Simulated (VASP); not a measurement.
OSZICAR of a VASP run on TePb (space group Fm-3m):

File OSZICAR:
```
       N       E                     dE             d eps       ncg     rms          rms(c)
DAV:   1     0.125450307671E+03    0.12545E+03   -0.69596E+03   980   0.910E+02
DAV:   2     0.257411386515E+00   -0.12519E+03   -0.12311E+03  1112   0.289E+02
DAV:   3    -0.743509191882E+01   -0.76925E+01   -0.76767E+01  1232   0.767E+01
DAV:   4    -0.757968983952E+01   -0.14460E+00   -0.14457E+00  1160   0.134E+01
DAV:   5    -0.758486856721E+01   -0.51787E-02   -0.51787E-02  1270   0.212E+00    0.357E+00
DAV:   6    -0.747519351356E+01    0.10968E+00   -0.25337E-01  1344   0.386E+00    0.218E+00
DAV:   7    -0.747163111770E+01    0.35624E-02   -0.84788E-02  1236   0.161E+00    0.920E-01
DAV:   8    -0.747315849425E+01   -0.15274E-02   -0.99731E-03  1106   0.116E+00    0.148E-01
DAV:   9    -0.747309408541E+01    0.64409E-04   -0.97617E-04  1444   0.396E-01    0.641E-02
DAV:  10    -0.747314195998E+01   -0.47875E-04   -0.12054E-04  1022   0.868E-02    0.195E-02
DAV:  11    -0.747314836803E+01   -0.64080E-05   -0.38942E-05  1156   0.593E-02    0.156E-02
DAV:  12    -0.747314806365E+01    0.30438E-06   -0.27906E-06  1196   0.112E-02
   1 F= -.74731481E+01 E0= -.74731481E+01  d E =-.479903E-32
```

Which electronic solver shows in the log?

It is blocked Davidson (ALGO = Normal, or the opening steps of other solvers). The INCAR had ALGO = Normal.

Can the final energy be trusted as converged?

Self-consistency was reached. It stopped with EDIFF = 1E-6, NELM = 100 (PBE GGA, plane waves, VASP's PBE PAW potentials (set 64)).

The structure comes from a computed database's TePb entry (Fm-3m); how it stands against other phases isn't given here. The cell was not relaxed at this level, and its volume differs by -5.9 % from the start's.
